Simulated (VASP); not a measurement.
Calculation: PBE GGA, VASP's PBE PAW potentials (set 64) (plane waves; VASP 6.6.1).

The input files of a VASP run:

### POSCAR
```
MgO
1.0
  0.0000000000   2.1050000000   2.1050000000
  2.1050000000   0.0000000000   2.1050000000
  2.1050000000   2.1050000000   0.0000000000
Mg O
1 1
Cart
  0.0000000000   0.0000000000   0.0000000000
  2.1050000000   2.1050000000   2.1050000000
```

### INCAR
```
SYSTEM = MgO
ISIF = 2
ALGO = Normal
LWAVE = .FALSE.
LREAL = .FALSE.   ! projection in real space or not
GGA = PE   ! PBE
ENCUT = 400   ! plane-wave cut-off (eV)
SIGMA = 0.01
LCHARG = .FALSE.
PREC = Accurate
EDIFF = 1E-6   ! SCF stop (eV)
LASPH = .TRUE.
ISMEAR = -1
NELM = 100
```

File KPOINTS:
```
Regular mesh
0
G
7 7 7
0 0 0
```

POTCAR, in this order: Mg O (PBE.64 set). Program: vasp_std.

The resulting files:

File OUTCAR:
```
 ion  position               nearest neighbor table
   1  0.000  0.000  0.000-   2 2.10   2 2.10   2 2.10   2 2.10   2 2.10   2 2.10
   2  0.500  0.500  0.500-   1 2.10   1 2.10   1 2.10   1 2.10   1 2.10   1 2.10
  LATTYP: Found a face centered cubic cell.
 ALAT       =     4.2100000000
 Subroutine PRICEL returns:
 Original cell was already a primitive cell.
 Subroutine GETGRP returns: Found 48 space group operations
The static configuration has the point symmetry O_h .
The dynamic configuration has the point symmetry O_h .
 Subroutine INISYM returns: Found 48 space group operations
 Subroutine IBZKPT returns following result:
 Found     20 irreducible k-points:

 Following reciprocal coordinates:
            Coordinates               Weight
  0.000000  0.000000  0.000000      1.000000
  0.142857  0.000000  0.000000      8.000000
  0.285714  0.000000  0.000000      8.000000
  0.428571  0.000000  0.000000      8.000000
  0.142857  0.142857  0.000000      6.000000
  0.285714  0.142857  0.000000     24.000000
  0.428571  0.142857  0.000000     24.000000
 -0.428571  0.142857  0.000000     24.000000
 -0.285714  0.142857  0.000000     24.000000
 -0.142857  0.142857  0.000000     12.000000
  0.285714  0.285714  0.000000      6.000000
  0.428571  0.285714  0.000000     24.000000
 -0.428571  0.285714  0.000000     24.000000
 -0.285714  0.285714  0.000000     12.000000
  0.428571  0.428571  0.000000      6.000000
 -0.428571  0.428571  0.000000     12.000000
  0.428571  0.285714  0.142857     24.000000
 -0.428571  0.285714  0.142857     48.000000
 -0.428571  0.428571  0.142857     24.000000
 -0.285714  0.428571  0.142857     24.000000
   k-points           NKPTS =     20   k-points in BZ     NKDIM =     20   number of bands    NBANDS=      8
   number of dos      NEDOS =    301   number of ions     NIONS =      2
   total plane-waves  NPLWV =   8000
   dimension x,y,z NGX =    20 NGY =   20 NGZ =   20
   dimension x,y,z NGXF=    40 NGYF=   40 NGZF=   40
   ions per type =               1   1
   PREC   = accura    normal or accurate (medium, high low for compatibility)
   ISTART =      0    job   : 0-new  1-cont  2-samecut
   ICHARG =      2    charge: 1-file 2-atom 10-const
   ISPIN  =      1    spin polarized calculation?
   LNONCOLLINEAR =      F non collinear calculations
   LSORBIT =      F    spin-orbit coupling
   INIWAV =      1    electr: 0-lowe 1-rand  2-diag
   ENCUT  =  400.0 eV  29.40 Ry    5.42 a.u.   4.85  4.85  4.85*2*pi/ulx,y,z
   NELM   =    100;   NELMIN=  2; NELMDL= -5     # of ELM steps
   EDIFF  = 0.1E-05   stopping-criterion for ELM
   LREAL  =      F    real-space projection
   NLSPLINE    = F    spline interpolate recip. space projectors
   LMAXMIX     =    2 max onsite mixed and CHGCAR
   VOSKOWN=      0    Vosko Wilk Nusair interpolation
   EDIFFG = 0.1E-04   stopping-criterion for IOM
   NSW    =      0    number of steps for IOM
   NBLOCK =      1;   KBLOCK =      1    inner block; outer block
   IBRION =     -1    ionic relax: 0-MD 1-quasi-New 2-CG
   NFREE  =      0    steps in history (QN), initial steepest desc. (CG)
   ISIF   =      2    stress and relaxation
   ISYM   =      2    0-nonsym 1-usesym 2-fastsym
   TEIN   =    0.0    initial temperature
   TEBEG  =    0.0;   TEEND  =   0.0 temperature during run
   SMASS  =  -3.00    Nose mass-parameter (am)
   PSTRESS=    0.0 pullay stress
   NELECT =       8.0000    total number of electrons
   EFERMI =   0.00;   METHOD = LEGACY
   ISMEAR =    -1;   SIGMA  =   0.01  broadening in eV -4-tet -1-fermi 0-gaus
   IALGO  =     38    algorithm
   LDIAG  =      T    sub-space diagonalisation (order eigenvalues)
   IMIX   =      4    mixing-type and parameters
     AMIX     =   0.40;   BMIX     =  1.00
     AMIX_MAG =   1.60;   BMIX_MAG =  1.00
...
```

OSZICAR:
```
       N       E                     dE             d eps       ncg     rms          rms(c)
DAV:   1     0.525967179896E+01    0.52597E+01   -0.42790E+03   384   0.697E+02
DAV:   2    -0.132887608225E+02   -0.18548E+02   -0.18511E+02   424   0.118E+02
DAV:   3    -0.134507081068E+02   -0.16195E+00   -0.16195E+00   384   0.123E+01
DAV:   4    -0.134509314552E+02   -0.22335E-03   -0.22335E-03   440   0.436E-01
DAV:   5    -0.134509317187E+02   -0.26347E-06   -0.26347E-06   416   0.108E-02    0.708E+00
DAV:   6    -0.119465560490E+02    0.15044E+01   -0.95383E+00   320   0.215E+01    0.227E+00
DAV:   7    -0.119311225263E+02    0.15434E-01   -0.35347E-02   352   0.222E+00    0.133E+00
DAV:   8    -0.119249219697E+02    0.62006E-02   -0.23311E-02   320   0.227E+00    0.144E-01
DAV:   9    -0.119248720393E+02    0.49930E-04   -0.30647E-04   440   0.149E-01    0.738E-02
DAV:  10    -0.119249915505E+02   -0.11951E-03   -0.14684E-04   328   0.123E-01    0.584E-03
DAV:  11    -0.119249915824E+02   -0.31893E-07   -0.55534E-07   384   0.773E-03
   1 F= -.11924992E+02 E0= -.11924992E+02  d E =-.132484E-14
```

### OUTCAR
```
------------------------ aborting loop because EDIFF is reached ----------------------------------------
  FORCE on cell =-STRESS in cart. coord.  units (eV):
  Direction    XX          YY          ZZ          XY          YZ          ZX
  --------------------------------------------------------------------------------------
  Total       -0.1227240     -0.1227240     -0.1227240     -0.0000000     -0.0000000     -0.0000000
  in kB      -10.5403165    -10.5403165    -10.5403165     -0.0000000     -0.0000000     -0.0000000
  external PRESSURE =     -10.5403165 kB  Pullay stress =       0.0000000 kB
  volume of cell :       18.65
      direct lattice vectors                 reciprocal lattice vectors
     0.000000000  2.105000000  2.105000000    -0.237529691  0.237529691  0.237529691
     2.105000000  0.000000000  2.105000000     0.237529691 -0.237529691  0.237529691
     2.105000000  2.105000000  0.000000000     0.237529691  0.237529691 -0.237529691
  FREE ENERGIE OF THE ION-ELECTRON SYSTEM (eV)
  ---------------------------------------------------
  free  energy   TOTEN  =       -11.9249915824 eV

  energy  without entropy=      -11.9249915824  energy(sigma->0) =      -11.92499158
```
(Selected blocks of OUTCAR.)

At this cut-off the stress carries a Pulay error, which pulls relaxed volumes low.

The structure is a typed MgO crystal (Fm-3m). The cell was not relaxed at this level.
